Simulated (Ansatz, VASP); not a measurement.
Two plane-wave programs on YAl3

```xyz
4
Lattice="4.1865 0.0000 0.0000 0.0000 4.1865 0.0000 0.0000 0.0000 4.1865" Properties=species:S:1:pos:R:3 pbc="T T T"
Y     0.0000    0.0000    0.0000
Al    0.0000    2.0933    2.0933
Al    2.0933    2.0933    0.0000
Al    2.0933    0.0000    2.0933
```

Alike in both runs: functional LDA; k mesh 8 × 8 × 8; occupations fermi-dirac, width 0.1 eV; no spin polarisation.

Ansatz relaxed the structure, and its values are those at the end. VASP's run is a single point on that final structure, the one shown.

|  | VASP | Ansatz |
| --- | --- | --- |
| version | VASP 6.6.1 | Ansatz 0.2.0 |
| potentials or method | VASP PAW LDA potentials, release 64 (Y_sv, Al) | PAW with Ansatz's default frozen-core files, scalar-relativistic |
| plane-wave cutoff (eV) | 520 | 420 |
| valence electrons in the cell | 20 | 20 |

|  | VASP | Ansatz | Ansatz less VASP |
| --- | --- | --- | --- |
| pressure (GPa) | 0.0 | 0.0 | -0.02 |
